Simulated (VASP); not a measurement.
A VASP calculation is set up with these files.

File KPOINTS:
```
Automatic mesh
0
Gamma
8 8 8
0 0 0
```

**POSCAR**
```
Mg2Si
1
    0.0000000000     3.1801544453     3.1801544453
    3.1801544453     0.0000000000     3.1801544453
    3.1801544453     3.1801544453     0.0000000000
Mg Si
2 1
Direct
  0.2500000000   0.2500000000   0.2500000000
  0.7500000000   0.7500000000   0.7500000000
  1.0000000000   0.0000000000   0.0000000000
```

INCAR:
```
SYSTEM = Mg2Si
PREC = Accurate; ENCUT = 480; LREAL = .False.
LASPH = .True.
EDIFF = 1E-7; NELM = 100; ALGO = Normal
ISMEAR = 0; SIGMA = 0.05
GGA = PE
ISIF = 2
LWAVE = .False.; LCHARG = .False.
```

POTCAR, in this order: Mg Si (PBE.64 set). Program: vasp_std.

Task: Translate this PBE calculation to Quantum ESPRESSO's pw.x.

Result: One equivalent input (not run):
```
&CONTROL
  calculation = 'scf'
  pseudo_dir = './pseudo'
  outdir = './out'
  tprnfor = .true.
  tstress = .true.
/
&SYSTEM
  ibrav = 0
  nat = 3
  ntyp = 2
  ecutwfc = 84
  occupations = 'smearing'
  smearing = 'gaussian'
  degauss = 0.003675
  input_dft = 'pbe'
/
&ELECTRONS
  conv_thr = 7.3e-09
  electron_maxstep = 100
/
ATOMIC_SPECIES
  Mg 24.305 Mg.upf
  Si 28.085 Si.upf
CELL_PARAMETERS angstrom
     0.0000000    3.1801544    3.1801544
     3.1801544    0.0000000    3.1801544
     3.1801544    3.1801544    0.0000000
ATOMIC_POSITIONS crystal
  Mg   0.2500000  0.2500000  0.2500000
  Mg   0.7500000  0.7500000  0.7500000
  Si   1.0000000  0.0000000  0.0000000
K_POINTS automatic
  8 8 8 0 0 0
```
The two are equivalent in intent, not identical: the potentials are each code's own (VASP's PAW set, PseudoDojo norm-conserving files in pw.x), so ENCUT and ecutwfc are chosen apart and not converted; conv_thr bounds pw.x's estimated SCF error, while EDIFF bounds the energy change between steps.

The compound is Mg2Si in the antifluorite structure. It was relaxed first.
